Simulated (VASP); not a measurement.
```xyz
1
Lattice="-2.1595 2.1595 2.1595 2.1595 -2.1595 2.1595 2.1595 2.1595 -2.1595" Properties=species:S:1:pos:R:3 pbc="T T T"
K      0.0000     0.0000     0.0000
```

Computed with LDA (Ceperley-Alder, Perdew-Zunger), VASP's LDA PAW potentials (set 64) (plane waves; VASP). Settings: 500 eV cut-off, 12×12×12 Γ-centred mesh, first-order Methfessel-Paxton smearing of 0.10 eV, potentials K_sv.

Energy and stress use the plane-wave basis of the starting cell.

**Question.** The ions, cell shape and volume at an external pressure of 10.0 GPa are relaxed. Predict the relaxed structure.

**Answer.** 
```xyz
1
Lattice="-2.0181 2.0181 2.0181 2.0181 -2.0181 2.0181 2.0181 2.0181 -2.0181" Properties=species:S:1:pos:R:3 pbc="T T T"
K     -2.0181     2.0181     2.0181
```
Space group Im-3m (229), at a tolerance of 0.03 Å.

**Question.** How do energy and volume change from the first to the last step?

**Answer.** The energy (σ→0) changes by +334.9 meV/atom and the volume by -18.4 %, in 3 ionic steps.

The compound is K in the bcc structure. This run relaxes it under an external pressure of 10 GPa. Symmetry was kept, so distortions that lower it aren't found.
